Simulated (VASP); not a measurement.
Calculation: PBE GGA with spin-orbit coupling, VASP's PBE PAW potentials (set 64) (plane waves; VASP).

The input files of a VASP run:

### POSCAR
```
SnO
1
    3.8000000000     0.0000000000     0.0000000000
    0.0000000000     3.8000000000     0.0000000000
    0.0000000000     0.0000000000     4.8400000000
Sn O
2 2
Direct
  0.5000000000   0.0000000000   0.7620000000
  0.0000000000   0.5000000000   0.2380000000
  0.5000000000   0.5000000000   0.0000000000
  0.0000000000   0.0000000000   0.0000000000
```

### KPOINTS
```
Automatic
0
G
5 5 4
0 0 0
```

INCAR:
```
GGA = PE
LMAXMIX = 4
LREAL = .FALSE.   ! projection in real space or not
LWAVE = .FALSE.
SIGMA = 0.05   ! width (eV)
LSORBIT = .TRUE.
ENCUT = 520   ! plane-wave cut-off (eV)
GGA_COMPAT = .FALSE.
ISMEAR = 0   ! Gaussian
SYSTEM = SnO
ISIF = 2
NELM = 100   ! most electronic steps
ALGO = Normal
MAGMOM = 12*0
EDIFF = 1E-6   ! SCF stop (eV)
PREC = Accurate
LCHARG = .FALSE.
LASPH = .TRUE.   ! aspherical one-centre terms
```

POTCAR, in this order: Sn_d O (PBE.64 set). Program: vasp_ncl.

The resulting files:

### OSZICAR
```
       N       E                     dE             d eps       ncg     rms          rms(c)
DAV:   1     0.528247357574E+03    0.52825E+03   -0.19001E+04  1888   0.257E+03
DAV:   2     0.795204701499E+02   -0.44873E+03   -0.43041E+03  1760   0.744E+02
DAV:   3    -0.184769325250E+02   -0.97997E+02   -0.94329E+02  1992   0.256E+02
DAV:   4    -0.261473812739E+02   -0.76704E+01   -0.75769E+01  2056   0.768E+01
DAV:   5    -0.264094433965E+02   -0.26206E+00   -0.26183E+00  1968   0.146E+01    0.116E+01
DAV:   6    -0.226768000461E+02    0.37326E+01   -0.17635E+01  3040   0.535E+01    0.460E+00
DAV:   7    -0.227578961236E+02   -0.81096E-01   -0.24018E+00  1864   0.105E+01    0.265E+00
DAV:   8    -0.227642308343E+02   -0.63347E-02   -0.57994E-01  2656   0.640E+00    0.112E+00
DAV:   9    -0.227386019930E+02    0.25629E-01   -0.14866E-01  2600   0.480E+00    0.347E-01
DAV:  10    -0.227403855040E+02   -0.17835E-02   -0.17103E-02  2056   0.972E-01    0.200E-01
DAV:  11    -0.227414533562E+02   -0.10679E-02   -0.66008E-03  2888   0.870E-01    0.195E-01
DAV:  12    -0.227406484612E+02    0.80489E-03   -0.23189E-03  2608   0.567E-01    0.454E-02
DAV:  13    -0.227406615055E+02   -0.13044E-04   -0.62645E-04  2320   0.184E-01    0.187E-02
DAV:  14    -0.227406627064E+02   -0.12009E-05   -0.53192E-05  2216   0.948E-02    0.811E-03
DAV:  15    -0.227406629766E+02   -0.27024E-06   -0.58691E-06  1960   0.189E-02
   1 F= -.22740663E+02 E0= -.22740663E+02  d E =-.187593E-11  mag=    -0.0000    -0.0000    -0.0000
```

File OUTCAR:
```
------------------------ aborting loop because EDIFF is reached ----------------------------------------
  FORCE on cell =-STRESS in cart. coord.  units (eV):
  Direction    XX          YY          ZZ          XY          YZ          ZX
  --------------------------------------------------------------------------------------
  Total        2.2110736      2.2110736      1.6877287      0.0000000      0.0000000      0.0000000
  in kB       50.6875409     50.6875409     38.6901732      0.0000000      0.0000000      0.0000000
  external PRESSURE =      46.6884183 kB  Pullay stress =       0.0000000 kB
  volume of cell :       69.89
      direct lattice vectors                 reciprocal lattice vectors
     3.800000000  0.000000000  0.000000000     0.263157895  0.000000000  0.000000000
     0.000000000  3.800000000  0.000000000     0.000000000  0.263157895  0.000000000
     0.000000000  0.000000000  4.840000000     0.000000000  0.000000000  0.206611570
 POSITION                                       TOTAL-FORCE (eV/Angst)
 -----------------------------------------------------------------------------------
      1.90000      0.00000      3.68808         0.000000     -0.000000     -0.470912
      0.00000      1.90000      1.15192        -0.000000      0.000000      0.470912
      1.90000      1.90000      0.00000         0.000000      0.000000      0.000000
      0.00000      0.00000      0.00000         0.000000     -0.000000      0.000000
 -----------------------------------------------------------------------------------
    total drift:                                0.000000      0.000000      0.000000
  FREE ENERGIE OF THE ION-ELECTRON SYSTEM (eV)
  ---------------------------------------------------
  free  energy   TOTEN  =       -22.7406629766 eV

  energy  without entropy=      -22.7406629766  energy(sigma->0) =      -22.74066298

 Ion:    1  E_soc:     -0.0768460

 Ion:    2  E_soc:     -0.0768460

 Ion:    3  E_soc:     -0.0003964

 Ion:    4  E_soc:     -0.0003964
```
(Selected blocks of OUTCAR.)

The compound is SnO in the litharge structure. The cell was not relaxed at this level.
